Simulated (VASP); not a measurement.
Here is the system:

```xyz
2
Lattice="3.1791 0.0000 0.0000 0.0000 3.1791 0.0000 0.0000 0.0000 3.1791" Properties=species:S:1:pos:R:3 pbc="T T T"
In     0.0000     0.0000     0.0000
P      1.5896     1.5896     1.5896
```

Calculation: PBE GGA, VASP's PBE PAW potentials (set 64) (plane waves; VASP). Settings: 300 eV cut-off, 8×8×8 Γ-centred mesh, Fermi-Dirac smearing of 0.10 eV, potentials In_d P.

**Question.** Give the energies of bands 7 to 12 at the high-symmetry points, in eV from the Fermi level.

**Answer.** 
| band | Γ | X | M | R |
|---|---|---|---|---|
| 7 | -1.21 | -8.99 | -6.32 | -2.80 |
| 8 | -1.21 | 1.16 | -6.32 | -2.80 |
| 9 | -1.21 | 1.16 | -4.08 | -2.80 |
| 10 | 0.14 | 3.75 | 1.53 | -0.99 |
| 11 | 4.46 | 5.29 | 7.90 | -0.99 |
| 12 | 4.46 | 5.32 | 7.90 | -0.99 |

It has no gap at this level: it comes out as a metal or semimetal.

The structure was generated: InP was put into an ordered model structure, which need not be its known phase. The cell was not relaxed at this level.
